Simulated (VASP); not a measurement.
```
BaTiO3
1.0
    3.90190     0.00000     0.00000
    0.00000     3.90190     0.00000
    0.00000     0.00000     3.90190
Ba Ti O
1 1 3
Direct
  0.00000   0.00000   0.00000
  0.50000   0.50000   0.50000
  0.50000   0.00000   0.50000
  0.00000   0.50000   0.50000
  0.50000   0.50000   0.00000
```

These are PBE GGA, VASP's PBE PAW potentials (set 64) (plane waves; VASP) values and carry that method's errors. Numerical set-up: 620 eV cut-off, 6×6×6 Γ-centred mesh, Gaussian smearing of 0.050 eV, potentials Ba_sv Ti_sv O.

Unless said otherwise, spin-orbit coupling is left out, though it shifts the bands of the heavy elements here.

Problem. Predict the energy per atom (σ→0), pressure, band gap (on the k-mesh) with the smallest direct gap where there is one.

Solution. 
```
Item                                         Result
-----------------------------------  --------------
band gap (on the k-mesh)                    1.89 eV
smallest direct gap (on the k-mesh)         1.96 eV
energy per atom (σ→0)                -7.927 eV/atom
pressure                                  19.86 GPa
```

Total energies compare only between runs with the same potentials, cut-off and functional.

The compound is BaTiO3 in the cubic perovskite structure, the ideal cubic form; the compound distorts at low or room temperature. It was relaxed first under an external pressure of 20 GPa.
